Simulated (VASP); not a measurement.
Input:

```yaml
crystal:
  lattice:
    - [0.00000, 2.92885, 2.92885]
    - [2.92885, 0.00000, 2.92885]
    - [2.92885, 2.92885, 0.00000]
  atoms:
    - { symbol: Al, position: [0.25000, 0.25000, 0.25000] }
    - { symbol: Al, position: [0.75000, 0.75000, 0.75000] }
    - { symbol: Pt, position: [0.00000, 0.00000, 0.00000] }
```

The numbers are results of LDA (Ceperley-Alder, Perdew-Zunger), VASP's LDA PAW potentials (set 64) (plane waves; VASP 6.6.1), not measurements. Numerical set-up: 400 eV cut-off, Gaussian smearing of 0.050 eV, potentials Al Pt.

### Question
Give the energies of bands 1 to 11 at the high-symmetry points, in eV from the Fermi level.

### Answer

| band | Γ | X | U | L | W |
|---|---|---|---|---|---|
| 1 | -10.42 | -6.44 | -6.62 | -8.06 | -6.16 |
| 2 | -5.23 | -6.27 | -6.05 | -6.22 | -6.16 |
| 3 | -5.23 | -5.92 | -5.73 | -4.90 | -5.52 |
| 4 | -5.23 | -3.93 | -4.44 | -4.90 | -5.26 |
| 5 | -3.84 | -3.93 | -4.12 | -3.84 | -3.93 |
| 6 | -3.84 | -3.53 | -3.77 | -3.61 | -3.38 |
| 7 | 3.01 | -3.32 | -3.15 | -3.61 | -2.86 |
| 8 | 3.84 | -1.65 | -2.06 | 1.01 | -2.86 |
| 9 | 3.84 | -1.65 | -0.63 | 1.01 | -0.91 |
| 10 | 3.84 | 3.27 | 3.36 | 3.75 | 5.28 |
| 11 | 5.54 | 3.40 | 5.48 | 5.25 | 5.28 |

It has no gap at this level: it comes out as a metal or semimetal.

The compound is PtAl2 in the fluorite structure. It was relaxed first.
